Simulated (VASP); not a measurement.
W:

```
CELL_PARAMETERS angstrom
-1.58234 1.58234 1.58234
1.58234 -1.58234 1.58234
1.58234 1.58234 -1.58234
ATOMIC_POSITIONS crystal
W 0.00000 0.00000 0.00000
```

- Program: VASP 6.6.1
- Task: relaxation of cell and atoms
- Functional: PBE
- Potentials or basis: VASP PAW PBE potentials, release 64 (W_sv)
- Cutoff: 520 eV
- k mesh: 18 × 18 × 18
- Occupations: gaussian, width 0.1 eV
- Spin: collinear spin, ferromagnetic start
- Starting moments: [1] μB

At the start: pressure 6.2 GPa; volume 15.85 Å³/atom.

Problem. How do energy, volume and symmetry change on relaxing?

Solution. Over 4 steps the energy falls by 5.9 meV/atom and the volume is 16.16 Å³/atom (+2.0 %); space group Im-3m (No. 229, to 0.05 Å); moment 0.00 μB per cell.

Step by step:
```csv
step,energy change (eV),largest force (eV/Å),pressure (GPa),volume (Å³)
1,0.0000,0.0000,6.23,15.85
2,0.0625,0.0000,-18.02,17.30
3,-0.0059,0.0000,-0.17,16.17
4,-0.0059,0.0000,-0.02,16.16
```

Final structure:
```cif
data_structure
_symmetry_space_group_name_H-M 'P 1'
_symmetry_Int_Tables_number 1
_cell_length_a 2.7586
_cell_length_b 2.7586
_cell_length_c 2.7586
_cell_angle_alpha 109.471
_cell_angle_beta 109.471
_cell_angle_gamma 109.471
_cell_volume 16.16
loop_
_atom_site_label
_atom_site_type_symbol
_atom_site_fract_x
_atom_site_fract_y
_atom_site_fract_z
_atom_site_occupancy
W1 W 0.00000 0.00000 0.00000 1
```
